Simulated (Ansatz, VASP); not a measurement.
# TiO2 (Rutile): VASP beside Ansatz, part 2 of 2

Wanted: the spread between two codes on one cell, functional and k mesh. The two relaxations start from unlike cells of this crystal (the structure described is Ansatz's start), so only their ends are compared.

VASP 6.6.1 and Ansatz 0.2.0.

So far: Set-up; VASP: relaxation of cell and atoms, PBE with D3(BJ); Ansatz: relaxation of cell and atoms, PBE with D3(BJ).

### 4. Side by side

Known differences besides the potentials themselves: fixed occupations in Ansatz, narrow Gaussian smearing in VASP; the cutoff is 420 eV in Ansatz and 600 eV in VASP; Ansatz adds a Pulay correction to the stress that steers its cell, VASP none. Total energies have different zeros and are not compared.

The two programs side by side:

| quantity | Ansatz | VASP | difference |
| --- | --- | --- | --- |
| volume (Å³) | 62.73 | 62.83 | -0.16 % |
| edge a after relaxation, in the typed setting (Å) | 4.608 | 4.609 | -0.03 % |
| edge c after relaxation, in the typed setting (Å) | 2.954 | 2.957 | -0.10 % |

### 5. VASP: relaxation of cell and atoms, PBE

The relaxed volume is the usual yardstick between codes: in a stiff, nearly cubic crystal its relative difference is about their pressure difference at one cell divided by the bulk modulus.

Contents of INCAR:

```
SYSTEM = TiO2
PREC = Accurate
ENCUT = 600
EDIFF = 1E-07
NELM = 120
ISMEAR = 0
SIGMA = 0.01
LREAL = .FALSE.
ALGO = Normal
GGA = PE
NBANDS = 30
LASPH = .TRUE.
LORBIT = 11
LWAVE = .FALSE.
LCHARG = .FALSE.
ISIF = 3
IBRION = 2
NSW = 80
EDIFFG = -0.005
GGA_COMPAT = .FALSE.
NELMIN = 4
EFERMI = MIDGAP
KPAR = 2
```

Contents of POSCAR:

```
TiO2
1.0
    4.6454429308      0.0000000000      0.0000000000
    0.0000000000      4.6454429308      0.0000000000
    0.0000000000      0.0000000000      2.9667984789
Ti O
2 4
Direct
    0.0000000000      0.0000000000      0.0000000000
    0.5000001099      0.5000001099      0.5000000000
    0.3049990004      0.3049990004      0.0000000000
    0.1950008896      0.8049991104      0.5000000000
    0.6950009996      0.6950009996      0.0000000000
    0.8049991104      0.1950008896      0.5000000000
```

Contents of KPOINTS:

```
Automatic mesh
0
Gamma
8 8 8
0 0 0
```

Potentials, in the order of the species: Ti_sv and O (PBE family, release 64).

On the command line:

```bash
$ mpirun -np 2 vasp_std
```

Numbers of over 12 decimals in the logs are rounded to 6 here.

The program printed:

```text
[... set-up lines as in an earlier step ...]
 entering main loop
       N       E                     dE             d eps       ncg     rms          rms(c)
DAV:   1     0.708169397479E+03    0.70817E+03   -0.26806E+04  4500   0.208E+03
DAV:   2     0.488447445097E+02   -0.65932E+03   -0.62503E+03  4814   0.585E+02
DAV:   3    -0.660358939625E+02   -0.11488E+03   -0.11248E+03  6696   0.214E+02
DAV:   4    -0.711425329974E+02   -0.51066E+01   -0.50998E+01  6396   0.467E+01
[...]
DAV:  14    -0.536851013814E+02   -0.39679E-05   -0.16889E-05  5486   0.312E-02    0.769E-03
DAV:  15    -0.536851005318E+02    0.84964E-06   -0.48942E-06  5664   0.180E-02    0.114E-03
DAV:  16    -0.536851006090E+02   -0.77226E-07   -0.42472E-07  4120   0.667E-03
   1 F= -.53685101E+02 E0= -.53685101E+02  d E =-.536851E+02
[...]
N       E                     dE             d eps       ncg     rms          rms(c)
DAV:   1    -0.536852243608E+02   -0.12383E-03   -0.37709E-03  6264   0.642E-01    0.961E-02
[...]
DAV:   6    -0.536851028979E+02   -0.23963E-05   -0.33833E-06  6928   0.745E-03    0.304E-03
DAV:   7    -0.536851031138E+02   -0.21581E-06   -0.15177E-07  3528   0.271E-03    0.182E-03
DAV:   8    -0.536851032527E+02   -0.13894E-06   -0.74827E-08  2336   0.261E-03    0.284E-04
DAV:   9    -0.536851032687E+02   -0.16062E-07   -0.19056E-08  2328   0.113E-03
   2 F= -.53685103E+02 E0= -.53685103E+02  d E =-.265973E-05
 trial-energy change:   -0.000003  1 .order   -0.000002   -0.000016    0.000012
 step:   0.6028(harm=  0.5807)  dis= 0.00001  next Energy=   -53.685106 (dE=-0.494E-05)
[...]
N       E                     dE             d eps       ncg     rms          rms(c)
DAV:   1    -0.536851251831E+02   -0.21930E-04   -0.59674E-04  6258   0.256E-01    0.382E-02
DAV:   2    -0.536851094631E+02    0.15720E-04   -0.65163E-05  5094   0.798E-02    0.155E-02
DAV:   3    -0.536851065486E+02    0.29144E-05   -0.27406E-05  5560   0.306E-02    0.629E-03
DAV:   4    -0.536851059917E+02    0.55692E-06   -0.54465E-06  6608   0.166E-02    0.357E-03
DAV:   5    -0.536851059318E+02    0.59868E-07   -0.35507E-07  4102   0.500E-03
   3 F= -.53685106E+02 E0= -.53685106E+02  d E =-.532280E-05
[...]
reached required accuracy - stopping structural energy minimisation
```

From OUTCAR (step 5):

```text
  Total        0.0061066      0.0061066      0.0204822     -0.0000000      0.0000000      0.0000000
  in kB        0.1528702      0.1528702      0.5127422     -0.0000000      0.0000000      0.0000000
  external PRESSURE =       0.2728275 kB  Pullay stress =       0.0000000 kB

 POSITION                                       TOTAL-FORCE (eV/Angst)
 -----------------------------------------------------------------------------------
      0.00000      0.00000      0.00000         0.000000     -0.000000      0.000000
      2.32238      2.32238      1.48331         0.000000     -0.000000      0.000000
      1.41663      1.41663      0.00000        -0.001408     -0.001408      0.000000
      0.90574      3.73902      1.48331         0.001408     -0.001408      0.000000
      3.22813      3.22813      0.00000         0.001408      0.001408      0.000000
      3.73902      0.90574      1.48331        -0.001408      0.001408      0.000000
 -----------------------------------------------------------------------------------
    total drift:                               -0.000989     -0.000989      0.000001

  FREE ENERGIE OF THE ION-ELECTRON SYSTEM (eV)
  ---------------------------------------------------
  free  energy   TOTEN  =       -53.6851059318 eV

  energy  without entropy=      -53.6851059318  energy(sigma->0) =      -53.68510593

[... 2 parts as in an earlier step ...]

[... 2 further parts left out ...]
[key lines of the parts left out:]
E-fermi :   5.4771
```

### 6. Ansatz: relaxation of cell and atoms, PBE

Its own start cell and the same functional and mesh now go to Ansatz, which takes its cutoff from its data sets.

The two relaxations start from unlike cells of this crystal, so only their ends are compared.

Contents of input.yaml:

```yaml
crystal:
  lattice:
    - [4.5480871073, 0.0, 0.0]
    - [0.0, 4.5480871073, 0.0]
    - [0.0, 0.0, 2.9171404158]
  atoms:
    - { symbol: Ti, position: [0.0, 0.0, 0.0] }
    - { symbol: Ti, position: [0.5, 0.5, 0.5] }
    - { symbol: O, position: [0.3039658349, 0.3039658349, 0.0] }
    - { symbol: O, position: [0.1960341651, 0.8039658349, 0.5] }
    - { symbol: O, position: [0.6960341651, 0.6960341651, 0.0] }
    - { symbol: O, position: [0.8039658349, 0.1960341651, 0.5] }
kpoints:
  mp_grid: { grid: [8, 8, 8] }
hamiltonian:
  xc: pbe
scf:
  occupations: { method: fixed }
output:
  forces: true
  stress: true
  eigenvalues: true
relax:
  adjacent_minimum: "off"
  f_tol: 0.001
  max_steps: 60
  cell: { stress_tol: 0.01 }
```

On the command line:

```bash
$ ansatz run input.yaml --threads 4 --pin off --max-ram 14336MiB --backend cpu --events-out ev --progress --plain --runs-dir out
```

The program printed:

```text
[...]
Crystal: 6 atoms, lattice volume = 60.341 Å³
Basis set: ecut = 420 eV, 1161 PW (Γ), exchange–correlation on 64×64×40 points (8 copies of the dense FFT grid, shifted against one another)
Bands: 30, of which v1, the nominal top of the filled ones, is band 24 counted from 1 (23 counted from 0)
Symmetry: 16 space group operations
[...]
k-points: 75 of 512
[...]
cell:  # Å, volume = 63.9056 Å³
    - [4.643464, 0, 0.0]
    - [0, 4.643464, 0.0]
    - [0.0, 0.0, 2.963839]
  atoms:
    - { symbol: Ti, position: [0, 0, 0.0] }
    - { symbol: Ti, position: [0.500000, 0.500000, 0.500000] }
    - { symbol: O, position: [0.305131, 0.305131, 0.0] }
    - { symbol: O, position: [0.194869, 0.805131, 0.500000] }
    - { symbol: O, position: [0.694869, 0.694869, 0.0] }
    - { symbol: O, position: [0.805131, 0.194869, 0.500000] }
[key lines of the parts left out:]
SCF converged after 6 iterations
Free energy (F): -7277.305216 eV
Fermi energy:    8.760320 eV
P = ⅓ Tr σ = -0.0000 GPa (-0.000 kbar)
```

### 7. Side by side

Both answers:

| quantity | Ansatz | VASP | difference |
| --- | --- | --- | --- |
| volume (Å³) | 63.91 | 64.00 | -0.15 % |
| edge a after relaxation, in the typed setting (Å) | 4.644 | 4.645 | -0.03 % |
| edge c after relaxation, in the typed setting (Å) | 2.964 | 2.967 | -0.09 % |

### 8. What came out

```json
{"difference in volume (relaxation of cell and atoms, PBE with D3(BJ))": "-0.16 %", "difference in volume (relaxation of cell and atoms, PBE)": "-0.15 %"}
```

In words: The difference in volume is -0.16 % (relaxation of cell and atoms, PBE with D3(BJ)), within the 1.2 % picked in this series as the mark of a large difference, as far as the stopping tolerances let one tell. 1 further pair of this series is not shown here. How closely two codes agree says nothing of how well the functional describes the real material.

[Lines on the potential files, build, host, timing and source positions are cut from VASP's logs without a mark.]

[Logs are printed without paths, hosts, clocks, repeated set-up lines and the standing remarks that a program may print on its own settings, such as how far it seeks lower states.]

[Hosts, paths, dates, database ids (printed as entryN), source tags and the programs' standing remarks are cut or masked in the printed files.]
